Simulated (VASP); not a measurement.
VASP ran on this input.

INCAR:
```
! general
SYSTEM  = CaSe
PREC    = Accurate
ENCUT   = 520
LREAL   = F
LASPH   = T

! electronic loop
EDIFF   = 1E-6
NELM    = 100
ALGO    = Normal
LMAXMIX = 4

! smearing
ISMEAR  = 0
SIGMA   = 0.05

! functional
GGA     = PE
IVDW    = 13

! ions
IBRION  = 2
NSW     = 60
ISIF    = 3
EDIFFG  = -0.01

! output
LWAVE   = F
LCHARG  = F
```

KPOINTS:
```
Automatic mesh
0
Gamma
7 7 7
0 0 0
```

**POSCAR**
```
CaSe
1
    0.0000000000     2.9600000000     2.9600000000
    2.9600000000     0.0000000000     2.9600000000
    2.9600000000     2.9600000000     0.0000000000
Ca Se
1 1
Direct
  0.0000000000   0.0000000000   0.0000000000
  0.5000000000   0.5000000000   0.5000000000
```

POTCAR, in this order: Ca_sv Se (PBE.64 set). Program: vasp_std.

### Question
Translate this PBE-D4 calculation to Ansatz.

### Answer
One equivalent input (not run):
Ansatz 0.2 input:
```yaml
crystal:
  lattice:
    - [0.0000000, 2.9600000, 2.9600000]
    - [2.9600000, 0.0000000, 2.9600000]
    - [2.9600000, 2.9600000, 0.0000000]
  atoms:
    - { symbol: Ca, position: [0.0000000, 0.0000000, 0.0000000] }
    - { symbol: Se, position: [0.5000000, 0.5000000, 0.5000000] }
kpoints:
  mp_grid: { grid: [7, 7, 7] }
hamiltonian:
  xc: pbe
  dispersion: d4
  pseudopotentials: { kind: paw }
scf:
  occupations: { method: gaussian, width: 0.05 }
  max_iter: 100
relax:
  max_steps: 60
  f_tol: 0.01
  cell: {}
output: { forces: true, stress: true, eigenvalues: true }
```
What does not carry over: each code has its own PAW files, so the cut-off isn't converted (ENCUT is set for VASP's; basis.ecutwfc is left out, and Ansatz then takes the one that its files recommend); Ansatz stops its SCF on the density residual and VASP on the energy change (EDIFF).

The compound is CaSe in the rock salt structure. This run relaxes it. Symmetry was kept, so distortions that lower it aren't found.
